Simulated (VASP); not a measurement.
A convergence study with VASP on BAs (zinc blende): one setting is varied, all else stays as given below, so the limit is that of these other settings. The cell's lengths are 1 % over those of the tabulated start and one atom is moved, so it is off equilibrium.

```yaml
crystal:
  lattice:
    - [0.00000, 2.41390, 2.41390]
    - [2.41390, 0.00000, 2.41390]
    - [2.41390, 2.41390, 0.00000]
  atoms:
    - { symbol: B, position: [0.00000, 0.00000, 0.00000] }
    - { symbol: As, position: [0.23745, 0.26255, 0.26255] }
```

Method: LDA (Ceperley-Alder, Perdew-Zunger), VASP's LDA PAW potentials (set 64) (plane waves; VASP). The tightest run used: 1000 eV cut-off, 11×11×11 Γ-centred mesh, Gaussian smearing of 0.050 eV, potentials B As.

Gaps are read on the run's mesh, which can miss a band edge.

Q: The settings run are ENCUT = 250; ENCUT = 350; ENCUT = 450; ENCUT = 550; ENCUT = 650; ENCUT = 700; ENCUT = 750; ENCUT = 800; ENCUT = 850; ENCUT = 1000. From which on does the stress (every component) stay within 0.5 GPa of the tightest run?

A: From ENCUT = 350 on: it is off by 0.16 there and by no more than 0.5 in any finer run, while ENCUT = 250 is off by 2.22.
```tsv
setting	E (eV/atom)	pressure (GPa)	gap on the mesh (eV)	plane waves	difference judged (GPa)
ENCUT = 250	-6.4054	-9.07	0.727	268	2.22
ENCUT = 350	-6.4315	-7.01	0.735	431	0.16
ENCUT = 450	-6.4323	-6.85	0.735	624	0.00
ENCUT = 550	-6.4327	-6.87	0.736	869	0.01
ENCUT = 650	-6.4332	-6.87	0.736	1069	0.01
ENCUT = 700	-6.4333	-6.86	0.736	1243	0.01
ENCUT = 750	-6.4333	-6.85	0.736	1363	0.00
ENCUT = 800	-6.4333	-6.85	0.736	1460	0.00
ENCUT = 850	-6.4333	-6.85	0.736	1596	0.00
ENCUT = 1000	-6.4334	-6.85	0.736	2039	0.00
```

Left out are rungs that failed or repeat a setting and relaxations that didn't move; long series are thinned to 24 rows.

The compound is BAs in the zinc blende structure. The cell was not relaxed at this level, it is distorted from the ideal structure.
